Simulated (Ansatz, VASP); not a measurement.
## One calculation of Si, two programs

File INCAR:

```
SYSTEM = Si
  PREC = Accurate
  ENCUT = 520
  EDIFF = 1E-6
  ISMEAR = 0
  SIGMA = 0.15
  LREAL = .False.
  LASPH = .True.
  NELM = 100
  ALGO = Normal
  ISIF = 2
  LWAVE = .False.
  LCHARG = .False.
  NBANDS = 8
```

File KPOINTS:

```
regular mesh
0
Gamma
  22 22 22
  0 0 0
```

Contents of POSCAR:

```
Si
1.0
   -1.5201893106      1.5201893106      1.3203298500
    1.5201893106     -1.5201893106      1.3203298500
    1.7336405494      1.7336405494     -1.3203298500
Si
1
Direct
    0.0000000000      0.0000000000      0.0000000000
```

Input for Ansatz:

```yaml
crystal:
  lattice:
    - [-1.5201893106, 1.5201893106, 1.32032985]
    - [1.5201893106, -1.5201893106, 1.32032985]
    - [1.7336405494, 1.7336405494, -1.32032985]
  atoms:
    - { symbol: Si, position: [0.0, 0.0, 0.0] }
basis:
  ecutwfc: 420
kpoints:
  mp_grid: { grid: [22, 22, 22] }
hamiltonian:
  xc: lda
scf:
  occupations: { method: gaussian, width: 0.15 }
output:
  forces: true
  stress: true
  eigenvalues: true
```

Change from the starting cell: strain +0.1312 x Voigt [0, 0, 0, 0, 0, 1], atoms carried along.

Alike in both runs: task single point; functional LDA; k mesh 22 × 22 × 22; occupations gaussian, width 0.15 eV; no spin polarisation.

|  | VASP | Ansatz |
| --- | --- | --- |
| version | VASP 6.6.1 | Ansatz 0.2.0 |
| potentials or method | VASP PAW LDA potentials, release 64 (Si) | scalar-relativistic, plane waves, PAW |
| plane-wave cutoff (eV) | 520 | 420 |
| valence electrons in the cell | 4 | 4 |

Ansatz gave:

```
gap on the k mesh at the Fermi level (eV)       : none
pressure (GPa)                                  : 1.8
largest component of the traceless stress (GPa) : 6.31
```

Q: What did VASP give for the same quantities?

A: gap on the k mesh at the Fermi level (eV): none; pressure (GPa): 1.8; largest component of the traceless stress (GPa): 6.34.

A gap of «none» marks a metal or a gap that the smearing closes.
